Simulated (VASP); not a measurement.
OSZICAR of a VASP run on NaF (rock salt):

File OSZICAR:
```
       N       E                     dE             d eps       ncg     rms          rms(c)
DAV:   1     0.109402742640E+03    0.10940E+03   -0.85049E+03  1069   0.161E+03
DAV:   2    -0.108752908936E+02   -0.12028E+03   -0.11030E+03  1067   0.387E+02
DAV:   3    -0.169800076500E+02   -0.61047E+01   -0.60863E+01  1211   0.892E+01
DAV:   4    -0.170400429110E+02   -0.60035E-01   -0.60023E-01  1100   0.935E+00
DAV:   5    -0.170406754368E+02   -0.63253E-03   -0.63251E-03  1235   0.990E-01    0.492E+00
DAV:   6    -0.141560443428E+02    0.28846E+01   -0.15187E+00  1418   0.176E+01    0.159E+00
DAV:   7    -0.137907043628E+02    0.36534E+00   -0.10486E+00  1040   0.141E+01    0.177E+00
DAV:   8    -0.140336407711E+02   -0.24294E+00   -0.39724E-01  1034   0.995E+00    0.609E-01
DAV:   9    -0.133859232916E+02    0.64772E+00   -0.11955E-01  1040   0.458E+00    0.747E-01
DAV:  10    -0.136356670130E+02   -0.24974E+00   -0.18414E-01  1034   0.485E+00    0.185E-01
DAV:  11    -0.136260319803E+02    0.96350E-02   -0.29627E-03  1175   0.673E-01    0.181E-01
DAV:  12    -0.136332670357E+02   -0.72351E-02   -0.33024E-03  1034   0.975E-01    0.551E-02
DAV:  13    -0.136419924850E+02   -0.87254E-02   -0.47118E-03  1034   0.104E+00    0.239E-02
DAV:  14    -0.136420646980E+02   -0.72213E-04   -0.95641E-05  1076   0.150E-01    0.195E-02
DAV:  15    -0.136420482476E+02    0.16450E-04   -0.18349E-05  1046   0.711E-02    0.112E-02
DAV:  16    -0.136420890188E+02   -0.40771E-04   -0.12020E-05  1046   0.581E-02    0.977E-04
DAV:  17    -0.136420789979E+02    0.10021E-04   -0.21902E-06  1070   0.242E-02    0.130E-03
DAV:  18    -0.136420770602E+02    0.19377E-05   -0.23631E-06  1049   0.244E-02    0.403E-04
DAV:  19    -0.136420813465E+02   -0.42863E-05   -0.73512E-07  1052   0.133E-02    0.147E-04
DAV:  20    -0.136420801592E+02    0.11873E-05   -0.20412E-08  1214   0.242E-03    0.180E-04
DAV:  21    -0.136420804431E+02   -0.28389E-06   -0.81564E-10   556   0.490E-04    0.150E-04
DAV:  22    -0.136420804597E+02   -0.16530E-07   -0.10354E-09   550   0.579E-04
   1 F= -.13642080E+02 E0= -.13642080E+02  d E =-.636060E-11
```

Question: Which electronic solver shows in the log?

Answer: It is blocked Davidson (ALGO = Normal, or the opening steps of other solvers). The INCAR had ALGO = Normal.

Question: Can the final energy be trusted as converged?

Answer: Self-consistency was reached. It stopped with EDIFF = 1E-7, NELM = 100 (SCAN meta-GGA, plane waves, VASP's PBE PAW potentials (set 64)).

The compound is NaF in the rock salt structure. It was relaxed first, which changed the volume by -5 %.
